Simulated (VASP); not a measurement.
Calculation: AM05 GGA, VASP's PBE PAW potentials (set 64) (plane waves; VASP).

A VASP calculation is set up with these files.

**KPOINTS**
```
Regular mesh
0
gamma
11 11 7
```

### POSCAR
```
PtSe2
1
    1.8745804355    -3.2468688047    -0.0000000000
    1.8745804355     3.2468688047     0.0000000000
    0.0000000000     0.0000000000     5.0235720121
Pt Se
1 2
Direct
  0.0000000000   0.0000000000   0.0000000000
  0.3333330000   0.6666670000   0.2523902403
  0.6666670000   0.3333330000   0.7476097597
```

**INCAR**
```
! general
SYSTEM   =  PtSe2
PREC     =  Accurate
ENCUT    =  520   ! plane-wave cut-off (eV)
LREAL    =  .False.
LASPH    =  .True.   ! aspherical one-centre terms

! electronic loop
EDIFF    =  1E-7   ! SCF stop (eV)
NELM     =  100   ! most electronic steps
ALGO     =  Normal   ! blocked Davidson
LMAXMIX  =  6

! smearing
ISMEAR   =  -5   ! tetrahedra, Bloechl

! functional
GGA      =  AM   ! AM05

! ions
ISIF     =  2   ! forces and stress, cell fixed

! output
LWAVE    =  .False.
LCHARG   =  .True.
LORBIT   =  11
NEDOS    =  601

! other
LEFG     =  .True.
```

POTCAR, in this order: Pt Se (PBE.64 set). Program: vasp_std.

Output

OSZICAR:
```
       N       E                     dE             d eps       ncg     rms          rms(c)
DAV:   1     0.116922405930E+03    0.11692E+03   -0.10254E+04  2868   0.129E+03
DAV:   2    -0.107549640973E+02   -0.12768E+03   -0.12524E+03  3576   0.236E+02
DAV:   3    -0.158059035196E+02   -0.50509E+01   -0.50179E+01  3478   0.504E+01
DAV:   4    -0.158447430694E+02   -0.38840E-01   -0.38834E-01  3422   0.480E+00
DAV:   5    -0.158451727486E+02   -0.42968E-03   -0.42967E-03  3541   0.476E-01    0.130E+01
DAV:   6    -0.152738459635E+02    0.57133E+00   -0.49459E+00  2862   0.220E+01    0.766E+00
DAV:   7    -0.150734542035E+02    0.20039E+00   -0.93654E-01  2862   0.104E+01    0.378E+00
DAV:   8    -0.150487631843E+02    0.24691E-01   -0.67889E-02  2967   0.201E+00    0.824E-01
DAV:   9    -0.150467234645E+02    0.20397E-02   -0.90610E-03  3380   0.100E+00    0.179E-01
DAV:  10    -0.150468218752E+02   -0.98411E-04   -0.13150E-03  3149   0.290E-01    0.437E-02
DAV:  11    -0.150468940349E+02   -0.72160E-04   -0.64604E-05  3688   0.821E-02    0.224E-02
DAV:  12    -0.150468808921E+02    0.13143E-04   -0.16229E-05  3058   0.302E-02    0.442E-03
DAV:  13    -0.150468741594E+02    0.67327E-05   -0.14982E-06  3653   0.996E-03    0.175E-03
DAV:  14    -0.150468722271E+02    0.19323E-05   -0.23125E-07  3021   0.363E-03    0.652E-04
DAV:  15    -0.150468721733E+02    0.53802E-07   -0.34050E-08  2474   0.136E-03
   1 F= -.15046872E+02 E0= -.15046872E+02  d E =0.000000E+00
```

OUTCAR:
```
------------------------ aborting loop because EDIFF is reached ----------------------------------------
  FORCE on cell =-STRESS in cart. coord.  units (eV):
  Direction    XX          YY          ZZ          XY          YZ          ZX
  --------------------------------------------------------------------------------------
  Total       -0.0204419     -0.0204419      0.0062380     -0.0000000     -0.0000000     -0.0000000
  in kB       -0.5355740     -0.5355740      0.1634348     -0.0000000     -0.0000000     -0.0000000
  external PRESSURE =      -0.3025711 kB  Pullay stress =       0.0000000 kB
  volume of cell :       61.15
      direct lattice vectors                 reciprocal lattice vectors
     1.874580435 -3.246868805  0.000000000     0.266726351 -0.153994519  0.000000000
     1.874580435  3.246868805  0.000000000     0.266726351  0.153994519  0.000000000
     0.000000000  0.000000000  5.023572012     0.000000000  0.000000000  0.199061544
 POSITION                                       TOTAL-FORCE (eV/Angst)
 -----------------------------------------------------------------------------------
      0.00000      0.00000      0.00000         0.000000     -0.000000      0.000000
      1.87458      1.08229      1.26790         0.000000      0.000000     -0.028154
      1.87458     -1.08229      3.75567        -0.000000     -0.000000      0.028154
 -----------------------------------------------------------------------------------
    total drift:                               -0.000000      0.000000      0.000000
  FREE ENERGIE OF THE ION-ELECTRON SYSTEM (eV)
  ---------------------------------------------------
  free  energy   TOTEN  =       -15.0468721733 eV

  energy  without entropy=      -15.0468721733  energy(sigma->0) =      -15.04687217

 total charge

# of ion       s       p       d       tot
------------------------------------------
    1        0.678   0.704   8.030   9.411
    2        1.484   2.224   0.068   3.776
    3        1.484   2.224   0.068   3.776
--------------------------------------------------
tot          3.646   5.151   8.167  16.964

 Electric field gradients after diagonalization (V/A^2)
 (convention: |V_zz| > |V_xx| > |V_yy|)
----------------------------------------------------------------------
 ion       V_xx      V_yy      V_zz     asymmetry (V_yy - V_xx)/ V_zz
----------------------------------------------------------------------
   1     -69.395   -69.394   138.789       0.000
   2      26.192    26.191   -52.383       0.000
   3      26.192    26.191   -52.383       0.000
```
(Selected blocks of OUTCAR.)

Without a dispersion term in the relaxation, distances and binding between the weakly bound layers, chains or molecules are unreliable, and so is what depends on them. For a metal the tetrahedron method with Blöchl corrections gives inexact stress and forces.

The compound is PtSe2 in the 1T layered structure. It was relaxed first.
